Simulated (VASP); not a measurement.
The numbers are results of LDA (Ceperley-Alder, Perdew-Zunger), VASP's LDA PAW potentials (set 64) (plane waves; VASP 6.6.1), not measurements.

VASP input:

INCAR:
```
SYSTEM = Ta
PREC = Accurate; ENCUT = 520; LREAL = .FALSE.
LASPH = .TRUE.
EDIFF = 1E-7; NELM = 100; ALGO = Normal
LMAXMIX = 6
ISMEAR = 1; SIGMA = 0.1
ISIF = 2
LWAVE = .FALSE.; LCHARG = .FALSE.
```

### POSCAR
```
Ta
1
   -1.6300023446     1.6300023446     1.6300023446
    1.6300023446    -1.6300023446     1.6300023446
    1.6300023446     1.6300023446    -1.6300023446
Ta
1
Direct
  0.0000000000   0.0000000000   0.0000000000
```

KPOINTS:
```
Regular mesh
0
Gamma
 16 16 16
0 0 0
```

POTCAR, in this order: Ta_pv (LDA.64 set). Program: vasp_std.

Output of the run:

**OUTCAR**
```
 ion  position               nearest neighbor table
   1  0.000  0.000  0.000-
  LATTYP: Found a body centered cubic cell.
 ALAT       =     3.2600046892
 Subroutine PRICEL returns:
 Original cell was already a primitive cell.
 Subroutine GETGRP returns: Found 48 space group operations
The static configuration has the point symmetry O_h .
The dynamic configuration has the point symmetry O_h .
 Subroutine INISYM returns: Found 48 space group operations
 Subroutine IBZKPT returns following result:
 Found    145 irreducible k-points:

 Following reciprocal coordinates:
            Coordinates               Weight
  0.000000  0.000000  0.000000      1.000000
  0.062500  0.000000  0.000000     12.000000
  0.125000  0.000000  0.000000     12.000000
  0.187500  0.000000  0.000000     12.000000
  0.250000  0.000000  0.000000     12.000000
  0.312500  0.000000  0.000000     12.000000
  0.375000  0.000000  0.000000     12.000000
  0.437500  0.000000  0.000000     12.000000
  0.500000  0.000000  0.000000      6.000000
  0.062500  0.062500  0.000000     24.000000
...
```

**OSZICAR**
```
       N       E                     dE             d eps       ncg     rms          rms(c)
DAV:   1     0.455963841881E+02    0.45596E+02   -0.66234E+03  2610   0.117E+03
DAV:   2    -0.126241085563E+02   -0.58220E+02   -0.57251E+02  3285   0.244E+02
DAV:   3    -0.132886951075E+02   -0.66459E+00   -0.64352E+00  2985   0.261E+01
DAV:   4    -0.132939954919E+02   -0.53004E-02   -0.52983E-02  2995   0.180E+00
DAV:   5    -0.132940352779E+02   -0.39786E-04   -0.39821E-04  2936   0.136E-01    0.144E+01
DAV:   6    -0.129346968181E+02    0.35934E+00   -0.38000E-01  2719   0.728E+00    0.696E+00
DAV:   7    -0.128255674123E+02    0.10913E+00   -0.29196E-01  2736   0.604E+00    0.385E-01
DAV:   8    -0.128234781436E+02    0.20893E-02   -0.43222E-03  2828   0.888E-01    0.959E-02
DAV:   9    -0.128234491560E+02    0.28988E-04   -0.10062E-04  2867   0.120E-01    0.276E-02
DAV:  10    -0.128234490856E+02    0.70390E-07   -0.35158E-06  3287   0.248E-02    0.311E-03
DAV:  11    -0.128234490660E+02    0.19636E-07   -0.10708E-07  1912   0.424E-03
   1 F= -.12823449E+02 E0= -.12823220E+02  d E =-.686770E-03
```

File OUTCAR:
```
------------------------ aborting loop because EDIFF is reached ----------------------------------------
  FORCE on cell =-STRESS in cart. coord.  units (eV):
  Direction    XX          YY          ZZ          XY          YZ          ZX
  --------------------------------------------------------------------------------------
  Total       -0.0783069     -0.0783069     -0.0783069      0.0000000      0.0000000      0.0000000
  in kB       -7.2424592     -7.2424592     -7.2424592      0.0000000      0.0000000      0.0000000
  external PRESSURE =      -7.2424592 kB  Pullay stress =       0.0000000 kB
  volume of cell :       17.32
      direct lattice vectors                 reciprocal lattice vectors
    -1.630002345  1.630002345  1.630002345     0.000000000  0.306748025  0.306748025
     1.630002345 -1.630002345  1.630002345     0.306748025  0.000000000  0.306748025
     1.630002345  1.630002345 -1.630002345     0.306748025  0.306748025  0.000000000
 POSITION                                       TOTAL-FORCE (eV/Angst)
 -----------------------------------------------------------------------------------
      0.00000      0.00000      0.00000         0.000000      0.000000      0.000000
 -----------------------------------------------------------------------------------
    total drift:                                0.000000      0.000000      0.000000
  FREE ENERGIE OF THE ION-ELECTRON SYSTEM (eV)
  ---------------------------------------------------
  free  energy   TOTEN  =       -12.8234490660 eV

  energy  without entropy=      -12.8227622961  energy(sigma->0) =      -12.82322014
```
(Selected blocks of OUTCAR.)

The compound is Ta in the bcc structure. It was relaxed first.
